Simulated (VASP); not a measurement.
Method: PBE GGA, VASP's PBE PAW potentials (set 64) (plane waves; VASP).

Input for VASP

**KPOINTS**
```
Automatic mesh
0
Gamma
13 13 7
0 0 0
```

POSCAR:
```
NbH2
2.925140
  1.0000000000   0.0000000000   0.0000000000
 -0.5000000000   0.8660252159   0.0000000000
  0.0000000000   0.0000000000   1.6132075730
Nb H
1 2
Cart
  0.0000000000   0.0000000000   0.0000000000
 -0.0000005000   0.5773504326   0.4065283084
  0.5000005000   0.2886747833   1.2066792646
```

**INCAR**
```
ALGO = Normal
EDIFF = 1E-6
ENCUT = 300
GGA = PE
ISIF = 2
ISMEAR = 0
LASPH = .TRUE.
LCHARG = .FALSE.
LMAXMIX = 4
LREAL = .FALSE.
LWAVE = .FALSE.
NELM = 100
PREC = Accurate
SIGMA = 0.136
SYSTEM = NbH2
```

POTCAR, in this order: Nb_sv H (PBE.64 set). Program: vasp_std.

At this cut-off the stress carries a Pulay error, which pulls relaxed volumes low.

Problem. Predict the energy per atom (σ→0), pressure, largest force, band gap (on the k-mesh).

Solution. 
```yaml
energy per atom (σ→0): -533.6 kJ/mol-atom
band gap (on the k-mesh): none (metal, semimetal or under 0.01 eV)
pressure: -8.27 GPa
largest_force: 0.412 eV/Å
```

OSZICAR:
```
...
DAV:   7    -0.166106529254E+02    0.19600E+00   -0.49743E-01  4044   0.633E+00    0.985E-01
DAV:   8    -0.166001954687E+02    0.10457E-01   -0.45233E-02  3348   0.192E+00    0.311E-01
DAV:   9    -0.166009843635E+02   -0.78889E-03   -0.34877E-03  4466   0.600E-01    0.728E-02
DAV:  10    -0.166010571418E+02   -0.72778E-04   -0.17929E-04  3563   0.123E-01    0.270E-02
DAV:  11    -0.166010759715E+02   -0.18830E-04   -0.44033E-05  3715   0.593E-02    0.863E-03
DAV:  12    -0.166010801407E+02   -0.41692E-05   -0.74835E-06  3382   0.188E-02    0.461E-03
DAV:  13    -0.166010799426E+02    0.19804E-06   -0.53316E-07  1716   0.761E-03
   1 F= -.16601080E+02 E0= -.16591290E+02  d E =-.195800E-01
```

The structure was generated: NbH2 was put into an ordered model structure, which need not be its known phase. The cell was not relaxed at this level. The electron count is odd and the run is not spin-polarised, which forces a metal.
